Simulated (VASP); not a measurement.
Consider the following.

```
HgTe
1.0
    0.00000     3.32733     3.32733
    3.32733     0.00000     3.32733
    3.32733     3.32733     0.00000
Hg Te
1 1
Direct
  0.00000   0.00000   0.00000
  0.25000   0.25000   0.25000
```

Method: PBE GGA, VASP's PBE PAW potentials (set 64) (plane waves; VASP 6.6.1). Settings: 520 eV cut-off, Gaussian smearing of 0.050 eV, potentials Hg Te.

Unless said otherwise, spin-orbit coupling is left out, though it shifts the bands of the heavy elements here.

Task: Predict the band gap (along the path) with the smallest direct gap where there is one.

Result: 
```
Property                                                     Result
-------------------------  ----------------------------------------
band gap (along the path)  none (metal, semimetal or under 0.01 eV)
```

Only differences to runs with the same potentials and settings are physical.

The compound is HgTe in the zinc blende structure. It was relaxed first, which changed the volume by +9 %.
